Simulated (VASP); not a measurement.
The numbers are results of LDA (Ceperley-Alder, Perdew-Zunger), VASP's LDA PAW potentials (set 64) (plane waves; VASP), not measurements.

VASP input:

File POSCAR:
```
FeAl
1
    2.7921621015    -0.0000000000     0.0000000000
   -0.0000000000     2.7921621015     0.0000000000
    0.0000000000    -0.0000000000     2.7921621015
Al Fe
1 1
Direct
  0.5000000000   0.5000000000   0.5000000000
  0.0000000000   0.0000000000   0.0000000000
```

### INCAR
```
ALGO  =  Normal
EDIFF  =  1E-6
EDIFFG  =  -0.02
ENCUT  =  500
IBRION  =  2
ISIF  =  3
ISMEAR  =  1
LASPH  =  .TRUE.
LCHARG  =  .FALSE.
LMAXMIX  =  4
LREAL  =  .FALSE.
LWAVE  =  .FALSE.
NELM  =  100
NSW  =  40
PREC  =  Accurate
PSTRESS  =  50
SIGMA  =  0.1
SYSTEM  =  FeAl
```

File KPOINTS:
```
Automatic mesh
0
Gamma
13 13 13
0 0 0
```

POTCAR, in this order: Al Fe (LDA.64 set). Program: vasp_std.

### Question
What will the output report for the number of irreducible k-points (NKPTS), largest plane-wave count, number of space-group operations, FFT grid (NGX, NGY, NGZ)?

### Answer

```
Quantity                                      Result
--------------------------------------  ------------
number of irreducible k-points (NKPTS)            84
largest plane-wave count                         565
number of space-group operations                  48
FFT grid (NGX, NGY, NGZ)                20 × 20 × 20
```

The compound is FeAl in the CsCl type structure. It was relaxed first under an external pressure of 5 GPa. The run is not spin-polarised, so no magnetic state was tried. The electron count is odd and the run is not spin-polarised, which forces a metal.
